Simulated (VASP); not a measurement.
SnSe2: relaxation of cell and atoms with r2SCAN

Crystal: SnSe2.

```xyz
3
Lattice="3.8110 0.0000 0.0000 -1.9055 3.3004 0.0000 0.0000 0.0000 6.1360" Properties=species:S:1:pos:R:3 pbc="T T T"
Sn    0.0000    0.0000    0.0000
Se    0.0000    2.2003    1.5279
Se    1.9055    1.1001    4.6081
```

```json
{"Program": "VASP 6.6.1", "Task": "relaxation of cell and atoms", "Functional": "r2SCAN", "Potentials or basis": "VASP PAW PBE potentials, release 64 (Sn_d, Se)", "Cutoff": "600 eV", "k mesh": "9 × 9 × 5", "Occupations": "gaussian, width 0.03 eV", "Spin": "no spin polarisation", "Target pressure": "10 GPa", "Further INCAR settings": "ALGO = Normal; EDIFF = 1e-06; IBRION = 2; EDIFFG = -0.01; NSW = 90; ISIF = 3"}
```

The relaxed volume is 22.35 Å³/atom. The relaxed cell is a = 3.718 Å, b = 3.718 Å, c = 5.600 Å, α = 90.00°, β = 90.00°, γ = 120.00° and the space group after relaxing (to 0.05 Å) is P-3m1 (No. 164). The energy change on relaxing (the enthalpy is what falls) is +99.5 meV/atom. The ionic steps are 12 and the pressure after relaxing is 10.0 GPa. The band gap on the k mesh is 0.35 eV, indirect (least direct gap 1.41 eV).

Stress tensor (GPa, compression positive):
```
10.01  0.00  0.00
 0.00 10.01  0.00
 0.00  0.00  9.93
```

The path:
```csv
step,energy change (eV),largest force (eV/Å),pressure (GPa),volume (Å³)
1,0.0000,0.5337,3.65,77.18
2,0.6571,1.9740,19.59,66.34
3,0.2328,1.2219,10.84,71.30
4,0.2302,0.6233,10.34,69.67
5,0.2952,0.0391,10.09,68.14
6,0.2859,0.0138,9.93,67.53
7,0.3074,0.0726,10.03,66.92
8,0.3137,0.0835,10.07,66.81
9,0.3030,0.0055,10.09,66.97
10,0.3026,0.0073,10.14,66.97
11,0.2869,0.0194,9.66,67.23
12,0.2985,0.0009,9.98,67.04
```

Final structure:
```xyz
3
Lattice="3.7179 0.0000 0.0000 -1.8590 3.2198 0.0000 0.0000 0.0000 5.6002" Properties=species:S:1:pos:R:3 pbc="T T T"
Sn    0.0000    0.0000    0.0000
Se    0.0000    2.1465    1.5674
Se    1.8590    1.0733    4.0328
```

Levels at points of the mesh, in eV from the valence-band top:
```
           k point  band 10  band 11  band 12  band 13  band 14  band 15  band 16  band 17
(0.00, 0.00, 0.00)    -1.14    -1.13    -1.13    -0.12     1.29     3.20     4.85     4.85
```

Run time: 46 min on 1 thread of Intel(R) Xeon(R) Platinum 8259CL CPU @ 2.50GHz (Skylake/Cascade Lake), on a shared host, peak memory 0.28 GiB.

Caveat: the cell is relaxed towards a set pressure, so the enthalpy falls and the energy may rise; the PAW data sets were made with another functional, which shifts forces and pressure a little; spin-orbit coupling is left out, which moves the levels of the heavy elements; an odd mesh through Γ misses points on the zone boundary, where band edges often lie.
